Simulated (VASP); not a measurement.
Data:

```
CELL_PARAMETERS angstrom
      4.93381     0.00000     0.00000
     -2.46691     4.27280     0.00000
      0.00000     0.00000     3.00082
ATOMIC_POSITIONS crystal
  Cl 0.00000 0.00000 0.00000
  Cl 0.33333 0.66667 0.50000
  Cl 0.66667 0.33333 0.50000
```

The numbers are results of PBE GGA, VASP's PBE PAW potentials (set 64) (plane waves; VASP 6.6.1), not measurements. Numerical set-up: 300 eV cut-off, 6×6×9 Γ-centred mesh, Fermi-Dirac smearing of 0.10 eV, potentials Cl.

At this cut-off the stress carries a Pulay error, which pulls relaxed volumes low. Energy and stress use the plane-wave basis of the starting cell.

Question: The ions, cell shape and volume are relaxed. Which structure does the run end with?

Answer: 
```
CELL_PARAMETERS angstrom
      5.66576     0.00000     0.00000
     -2.83288     4.90669     0.00000
      0.00000     0.00000     2.34980
ATOMIC_POSITIONS crystal
  Cl 0.00000 0.00000 0.00000
  Cl 0.33333 0.66667 0.50000
  Cl 0.66667 0.33333 0.50000
```
Space group P6/mmm (191), at a tolerance of 0.03 Å.

Question: How do energy and volume change from the first to the last step?

Answer: The energy (σ→0) changes by -487.8 meV/atom and the volume by +3.3 %, in 34 ionic steps.

The structure was generated: Cl2 was put into an ordered model structure, which need not be its known phase. This run relaxes it. Symmetry was kept, so distortions that lower it aren't found. The run is one of a series of settings (EDIFFG = -0.01, IBRION = 2, ISIF = 3, NSW = 50 against the base run), some of them coarse on purpose.
